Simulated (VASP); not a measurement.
These are PBE GGA, VASP's PBE PAW potentials (set 64) (plane waves; VASP 6.6.1) values and carry that method's errors.

VASP input:

KPOINTS:
```
Automatic mesh
0
Gamma
11 11 11
0 0 0
```

### INCAR
```
! general
SYSTEM =TiCo
PREC   =Accurate
ENCUT  =400
LREAL  =F
LASPH  =T

! electronic loop
EDIFF  =1E-6
NELM   =100
ALGO   =Normal
LMAXMIX=4

! smearing
ISMEAR =-1
SIGMA  =0.02

! functional
GGA    =PE

! ions
ISIF   =2

! output
LWAVE  =F
LCHARG =F
```

File POSCAR:
```
TiCo
1
    3.0114220000     0.0000000000     0.0000000000
    0.0000000000     3.0177400000     0.0000000000
    0.0000000000     0.0000000000     3.0244450000
Ti Co
1 1
Direct
  0.0000000000   0.0000000000   0.0000000000
  0.5309000000   0.5000000000   0.5000000000
```

POTCAR, in this order: Ti_sv Co (PBE.64 set). Program: vasp_std.

Output of the run:

OUTCAR:
```
 ion  position               nearest neighbor table
   1  0.000  0.000  0.000-   2 2.56   2 2.56   2 2.56   2 2.56   2 2.67   2 2.67   2 2.67   2 2.67
  LATTYP: Found a simple orthorhombic cell.
 ALAT       =     3.0114220000
 B/A-ratio  =     1.0020980122
 C/A-ratio  =     1.0043245351
 Subroutine PRICEL returns:
 Original cell was already a primitive cell.
 Subroutine GETGRP returns: Found  4 space group operations
The static configuration has the point symmetry C_2v.
The dynamic configuration has the point symmetry C_2v.
 Subroutine INISYM returns: Found  4 space group operations
 Subroutine IBZKPT returns following result:
 Found    216 irreducible k-points:

 Following reciprocal coordinates:
            Coordinates               Weight
  0.000000  0.000000  0.000000      1.000000
  0.090909  0.000000  0.000000      2.000000
  0.181818  0.000000  0.000000      2.000000
  0.272727  0.000000  0.000000      2.000000
  0.363636  0.000000  0.000000      2.000000
  0.454545  0.000000  0.000000      2.000000
  0.000000  0.090909  0.000000      2.000000
  0.090909  0.090909  0.000000      4.000000
...
```

### OSZICAR
```
       N       E                     dE             d eps       ncg     rms          rms(c)
DAV:   1     0.134221562925E+03    0.13422E+03   -0.89588E+03  6048   0.157E+03
DAV:   2    -0.100203428014E+02   -0.14424E+03   -0.14178E+03  6180   0.376E+02
DAV:   3    -0.177772965699E+02   -0.77570E+01   -0.77018E+01  9456   0.981E+01
DAV:   4    -0.179925392735E+02   -0.21524E+00   -0.21470E+00  7160   0.138E+01
DAV:   5    -0.180013843156E+02   -0.88450E-02   -0.88447E-02  9144   0.256E+00    0.125E+01
DAV:   6    -0.158426707911E+02    0.21587E+01   -0.12889E+01  8192   0.537E+01    0.531E+00
DAV:   7    -0.192025641018E+02   -0.33599E+01   -0.31037E+01 10698   0.492E+01    0.266E+01
DAV:   8    -0.155634721267E+02    0.36391E+01   -0.21223E+01  9476   0.419E+01    0.174E+00
DAV:   9    -0.156021462086E+02   -0.38674E-01   -0.28316E-01  7328   0.485E+00    0.186E+00
DAV:  10    -0.155884578295E+02    0.13688E-01   -0.77640E-02  9162   0.349E+00    0.557E-01
DAV:  11    -0.155862537709E+02    0.22041E-02   -0.58882E-03  8084   0.840E-01    0.364E-01
DAV:  12    -0.155852622264E+02    0.99154E-03   -0.30809E-03  8814   0.484E-01    0.105E-01
DAV:  13    -0.155851481743E+02    0.11405E-03   -0.31287E-04  8044   0.154E-01    0.499E-02
DAV:  14    -0.155851308096E+02    0.17365E-04   -0.91216E-05  9622   0.834E-02    0.798E-03
DAV:  15    -0.155851299570E+02    0.85261E-06   -0.10796E-05  7394   0.407E-02    0.188E-03
DAV:  16    -0.155851300307E+02   -0.73670E-07   -0.29322E-07  3612   0.752E-03
   1 F= -.15585130E+02 E0= -.15583306E+02  d E =-.364838E-02
```

### OUTCAR
```
------------------------ aborting loop because EDIFF is reached ----------------------------------------
  FORCE on cell =-STRESS in cart. coord.  units (eV):
  Direction    XX          YY          ZZ          XY          YZ          ZX
  --------------------------------------------------------------------------------------
  Total       -1.4031348     -1.3483681     -1.3662586      0.0000000      0.0000000      0.0000000
  in kB      -81.7920013    -78.5995257    -79.6424041      0.0000000      0.0000000      0.0000000
  external PRESSURE =     -80.0113104 kB  Pullay stress =       0.0000000 kB
  volume of cell :       27.49
      direct lattice vectors                 reciprocal lattice vectors
     3.011422000  0.000000000  0.000000000     0.332069036  0.000000000  0.000000000
     0.000000000  3.017740000  0.000000000     0.000000000  0.331373810  0.000000000
     0.000000000  0.000000000  3.024445000     0.000000000  0.000000000  0.330639175
 POSITION                                       TOTAL-FORCE (eV/Angst)
 -----------------------------------------------------------------------------------
      0.00000      0.00000      0.00000         0.323635      0.000000      0.000000
      1.59876      1.50887      1.51222        -0.323635      0.000000      0.000000
 -----------------------------------------------------------------------------------
    total drift:                                0.000355      0.000000      0.000008
  FREE ENERGIE OF THE ION-ELECTRON SYSTEM (eV)
  ---------------------------------------------------
  free  energy   TOTEN  =       -15.5851300307 eV

  energy  without entropy=      -15.5814816540  energy(sigma->0) =      -15.58330584
```
(Selected blocks of OUTCAR.)

The compound is TiCo in the CsCl type structure. The cell was not relaxed at this level, atoms are displaced from their ideal sites. The run is one of a series of settings (ISMEAR = -1, SIGMA = 0.02 against the base run), some of them coarse on purpose. The run is not spin-polarised, so no magnetic state was tried. The electron count is odd and the run is not spin-polarised, which forces a metal.
